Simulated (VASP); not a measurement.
A convergence study with VASP on CaSe (rock salt): one setting is varied, all else stays as given below, so the limit is that of these other settings. Each run relaxes cell and ions from the cell shown. The basis is that of the starting cell, so low cut-offs carry a Pulay error.

```
CaSe
1.0
    0.00000     2.96000     2.96000
    2.96000     0.00000     2.96000
    2.96000     2.96000     0.00000
Ca Se
1 1
Cartesian
  0.00000   0.00000   0.00000
  2.96000   2.96000   2.96000
```

Level of theory: PBE GGA, VASP's PBE PAW potentials (set 64) (plane waves; VASP). The tightest run used: 700 eV cut-off, 7×7×7 Γ-centred mesh, Gaussian smearing of 0.050 eV, potentials Ca_sv Se.

Gaps are read on the run's mesh, which can miss a band edge.

```csv
setting,relaxed volume (Å³/atom),E (eV/atom),gap on the mesh (eV),plane waves
ENCUT = 150,21.721,-5.4619,1.545,225
ENCUT = 200,25.392,-4.8133,2.047,341
ENCUT = 250,26.381,-4.7517,2.126,483
```

**Question.** These are the cheaper rows. Estimate the results at ENCUT = 700, and how far the last row shown lies from them.

**Answer.** 
```json
[
 {"quantity": "relaxed volume (Å³/atom)", "tightest run": "26.537", "last row shown is off by": "-0.156"},
 {"quantity": "E (eV/atom)", "tightest run": "-4.7429", "last row shown is off by": "-0.0088"},
 {"quantity": "gap on the mesh (eV)", "tightest run": "2.142", "last row shown is off by": "-0.016"}
]
```

Left out are rungs that failed or repeat a setting and relaxations that didn't move; long series are thinned to 24 rows.

The compound is CaSe in the rock salt structure.
